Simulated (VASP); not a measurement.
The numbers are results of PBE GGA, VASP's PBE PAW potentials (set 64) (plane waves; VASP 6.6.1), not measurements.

A VASP calculation is set up with these files.

### INCAR
```
ISIF  =  3   ! ions, shape and volume
NSW  =  1
NELM  =  100   ! most electronic steps
POTIM  =  0.015   ! step
ALGO  =  Normal
PREC  =  Accurate
ISMEAR  =  0
LMAXMIX  =  4
LASPH  =  .True.
GGA  =  PE
SIGMA  =  0.05   ! width (eV)
NFREE  =  2
LWAVE  =  .False.
LREAL  =  .False.   ! projection in real space or not
EDIFF  =  1E-7
ENCUT  =  530
SYSTEM  =  MgI2
LCHARG  =  .False.
IBRION  =  6   ! finite differences
```

KPOINTS:
```
Automatic
0
Gamma
  6 6 3
0 0 0
```

**POSCAR**
```
MgI2
4.2082790
  0.5000000668  -0.8660254143   0.0000000000
  0.5000000668   0.8660254143   0.0000000000
  0.0000000000   0.0000000000   1.7957520840
Mg I
1 2
Direct
  0.0000000000   0.0000000000   0.0000000000
  0.3333330000   0.6666670000   0.2209605338
  0.6666670000   0.3333330000   0.7790394662
```

POTCAR, in this order: Mg I (PBE.64 set). Program: vasp_std.

What VASP printed:

File OSZICAR:
```
       N       E                     dE             d eps       ncg     rms          rms(c)
DAV:   1     0.823024489853E+02    0.82302E+02   -0.58386E+03   408   0.105E+03
DAV:   2    -0.114373487120E+01   -0.83446E+02   -0.76065E+02   580   0.149E+02
DAV:   3    -0.776356788515E+01   -0.66198E+01   -0.65743E+01   500   0.515E+01
DAV:   4    -0.790581901187E+01   -0.14225E+00   -0.14218E+00   576   0.917E+00
DAV:   5    -0.790758780052E+01   -0.17688E-02   -0.17687E-02   524   0.106E+00    0.376E+00
DAV:   6    -0.776643051591E+01    0.14116E+00   -0.16647E-01   476   0.223E+00    0.263E+00
DAV:   7    -0.773921924783E+01    0.27211E-01   -0.15173E-01   448   0.218E+00    0.755E-01
DAV:   8    -0.773737305236E+01    0.18462E-02   -0.10677E-02   472   0.627E-01    0.241E-01
DAV:   9    -0.773751921797E+01   -0.14617E-03   -0.10720E-03   504   0.239E-01    0.960E-02
DAV:  10    -0.773750615188E+01    0.13066E-04   -0.33168E-05   504   0.492E-02    0.449E-02
DAV:  11    -0.773751064632E+01   -0.44944E-05   -0.17291E-05   476   0.320E-02    0.287E-02
DAV:  12    -0.773751144716E+01   -0.80083E-06   -0.10889E-06   520   0.725E-03    0.116E-02
DAV:  13    -0.773751149419E+01   -0.47037E-07   -0.22151E-08   364   0.133E-03
   1 F= -.77375115E+01 E0= -.77375115E+01  d E =-.408185E-11
 Found     4 degrees of freedom:
 Adding 6 more for cell shape distortion
```

OUTCAR:
```
------------------------ aborting loop because EDIFF is reached ----------------------------------------
  FORCE on cell =-STRESS in cart. coord.  units (eV):
  Direction    XX          YY          ZZ          XY          YZ          ZX
  --------------------------------------------------------------------------------------
  Total       -0.0189674     -0.0189674      0.0553890      0.0000000      0.0000000      0.0000000
  in kB       -0.2621973     -0.2621972      0.7656737      0.0000000      0.0000000      0.0000000
  external PRESSURE =       0.0804264 kB  Pullay stress =       0.0000000 kB
  volume of cell :      115.90
      direct lattice vectors                 reciprocal lattice vectors
     2.104139781 -3.644476565  0.000000000     0.237626799 -0.137193913  0.000000000
     2.104139781  3.644476565  0.000000000     0.237626799  0.137193913  0.000000000
     0.000000000  0.000000000  7.557025784     0.000000000  0.000000000  0.132327192
 POSITION                                       TOTAL-FORCE (eV/Angst)
 -----------------------------------------------------------------------------------
      0.00000      0.00000      0.00000         0.000000      0.000000     -0.000000
      2.10414      1.21483      1.66980         0.000000      0.000000     -0.005152
      2.10414     -1.21483      5.88722        -0.000000     -0.000000      0.005152
 -----------------------------------------------------------------------------------
    total drift:                               -0.000000      0.000000      0.000000
  FREE ENERGIE OF THE ION-ELECTRON SYSTEM (eV)
  ---------------------------------------------------
  free  energy   TOTEN  =        -7.7375114942 eV

  energy  without entropy=       -7.7375114942  energy(sigma->0) =       -7.73751149
```
(Selected blocks of OUTCAR.)

**stdout**
```
...
 WAVECAR not read
 entering main loop
       N       E                     dE             d eps       ncg     rms          rms(c)
DAV:   1     0.823024489853E+02    0.82302E+02   -0.58386E+03   408   0.105E+03
DAV:   2    -0.114373487120E+01   -0.83446E+02   -0.76065E+02   580   0.149E+02
DAV:   3    -0.776356788515E+01   -0.66198E+01   -0.65743E+01   500   0.515E+01
DAV:   4    -0.790581901187E+01   -0.14225E+00   -0.14218E+00   576   0.917E+00
DAV:   5    -0.790758780052E+01   -0.17688E-02   -0.17687E-02   524   0.106E+00    0.376E+00
DAV:   6    -0.776643051591E+01    0.14116E+00   -0.16647E-01   476   0.223E+00    0.263E+00
DAV:   7    -0.773921924783E+01    0.27211E-01   -0.15173E-01   448   0.218E+00    0.755E-01
DAV:   8    -0.773737305236E+01    0.18462E-02   -0.10677E-02   472   0.627E-01    0.241E-01
DAV:   9    -0.773751921797E+01   -0.14617E-03   -0.10720E-03   504   0.239E-01    0.960E-02
DAV:  10    -0.773750615188E+01    0.13066E-04   -0.33168E-05   504   0.492E-02    0.449E-02
DAV:  11    -0.773751064632E+01   -0.44944E-05   -0.17291E-05   476   0.320E-02    0.287E-02
DAV:  12    -0.773751144716E+01   -0.80083E-06   -0.10889E-06   520   0.725E-03    0.116E-02
DAV:  13    -0.773751149419E+01   -0.47037E-07   -0.22151E-08   364   0.133E-03
   1 F= -.77375115E+01 E0= -.77375115E+01  d E =-.408185E-11
 Found     4 degrees of freedom:
 Adding 6 more for cell shape distortion
 Finite differences POTIM= 0.01500 DOF=  10

 -----------------------------------------------------------------------------
|                                                                             |
|     EEEEEEE  RRRRRR   RRRRRR   OOOOOOO  RRRRRR      ###     ###     ###     |
|     E        R     R  R     R  O     O  R     R     ###     ###     ###     |
|     E        R     R  R     R  O     O  R     R     ###     ###     ###     |
|     EEEEE    RRRRRR   RRRRRR   O     O  RRRRRR       #       #       #      |
|     E        R   R    R   R    O     O  R   R                               |
|     E        R    R   R    R   O     O  R    R      ###     ###     ###     |
|     EEEEEEE  R     R  R     R  OOOOOOO  R     R     ###     ###     ###     |
|                                                                             |
|     RE_READ_KPOINTS: the new IBZ does not contain all k-points of the       |
|     original IBZ.                                                           |
|                                                                             |
|     ... try setting KBLOWUP=.FALSE.                                         |
|     ... as a last resort: switch off symmetry                               |
|                                                                             |
|       ---->  I REFUSE TO CONTINUE WITH THIS SICK JOB ... BYE!!! <----       |
|                                                                             |
 -----------------------------------------------------------------------------
```

VASP stops with an error: RE_READ_KPOINTS: the new IBZ does not contain all k-points of the original IBZ. ... try setting KBLOWUP=.FALSE. ... as a last resort: switch off symmetry ----> I REFUSE TO CONTINUE WITH THIS SICK JOB ... BYE!!! <----

Without a dispersion term in the relaxation, distances and binding between the weakly bound layers, chains or molecules are unreliable, and so is what depends on them.

The compound is MgI2 in the 1T layered structure. It was relaxed first, which changed the volume by +13 %.
